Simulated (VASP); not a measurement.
The system is BAs.

```
B As
1.0
     0.00000    2.38850    2.38850
     2.38850    0.00000    2.38850
     2.38850    2.38850    0.00000
B As
1 1
Direct
  0.00000 0.00000 0.00000
  0.25000 0.25000 0.25000
```

- Program: VASP 6.6.1
- Task: relaxation of cell and atoms
- Functional: LDA
- Potentials or basis: VASP PAW LDA potentials, release 64 (B, As)
- Cutoff: 600 eV
- k mesh: 10 × 10 × 10
- Occupations: gaussian, width 0.02 eV
- Spin: no spin polarisation

At the start: pressure -3.1 GPa; volume 13.63 Å³/atom.

Problem. How do energy, volume and symmetry change on relaxing?

Solution. Over 3 steps the energy falls by 2.9 meV/atom and the volume is 13.33 Å³/atom (-2.2 %); space group F-43m (No. 216, to 0.05 Å).

Step by step:
```csv
step,energy change (eV),largest force (eV/Å),pressure (GPa),volume (Å³)
1,0.0000,0.0000,-3.09,27.25
2,-0.0025,0.0000,2.51,26.23
3,-0.0058,0.0000,-0.01,26.66
```

Final structure:
```
B As
1.0
     0.00000    2.37115    2.37115
     2.37115    0.00000    2.37115
     2.37115    2.37115    0.00000
B As
1 1
Direct
  0.00000 0.00000 0.00000
  0.25000 0.25000 0.25000
```
